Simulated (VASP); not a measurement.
An input for Quantum ESPRESSO's pw.x (written as the equivalent of a VASP run, and not itself run):

```
&CONTROL
  calculation = 'scf'
  pseudo_dir = './pseudo'
  outdir = './out'
  tprnfor = .true.
  tstress = .true.
/
&SYSTEM
  ibrav = 0
  nat = 2
  ntyp = 2
  ecutwfc = 84
  occupations = 'tetrahedra'
  input_dft = 'vdw-df-ob86'
/
&ELECTRONS
  conv_thr = 7.3e-09
  electron_maxstep = 100
/
ATOMIC_SPECIES
  Ca 40.078 Ca.upf
  O 15.999 O.upf
CELL_PARAMETERS angstrom
    -0.0000000    2.3985714    2.3985714
     2.3985714   -0.0000000    2.3985714
     2.3985714    2.3985714   -0.0000000
ATOMIC_POSITIONS crystal
  Ca   0.0000000  0.0000000  0.0000000
  O    0.5000000  0.5000000  0.5000000
K_POINTS automatic
  11 11 11 0 0 0
```

Question: Write the VASP files for the same calculation (optB86b-vdW).

Answer: Several could match; the one computed here: 
**KPOINTS**
```
Automatic mesh
0
Gamma
11 11 11
0 0 0
```

INCAR:
```
GGA  =  MK
ALGO  =  Normal
PARAM2  =  1.0
PARAM1  =  0.1234
LWAVE  =  F
LCHARG  =  T
LORBIT  =  11
PREC  =  Accurate
NELM  =  100
EDIFF  =  1E-7   # SCF stop (eV)
ISMEAR  =  -5   # tetrahedra, Bloechl
NEDOS  =  601
ENCUT  =  520
SYSTEM  =  CaO
ISIF  =  2
LASPH  =  T   # aspherical one-centre terms
AGGAC  =  0.0
LUSE_VDW  =  T
LREAL  =  F
```

POSCAR:
```
CaO
1
   -0.0000000000     2.3985714481     2.3985714481
    2.3985714481    -0.0000000000     2.3985714481
    2.3985714481     2.3985714481    -0.0000000000
Ca O
1 1
Direct
  0.0000000000   0.0000000000   0.0000000000
  0.5000000000   0.5000000000   0.5000000000
```

POTCAR, in this order: Ca_sv O (PBE.64 set). Program: vasp_std.

The two are equivalent in intent, not identical: the potentials are each code's own (VASP's PAW set, PseudoDojo norm-conserving files in pw.x), so ENCUT and ecutwfc are chosen apart and not converted; conv_thr bounds pw.x's estimated SCF error, while EDIFF bounds the energy change between steps.

The compound is CaO in the rock salt structure. It was relaxed first.
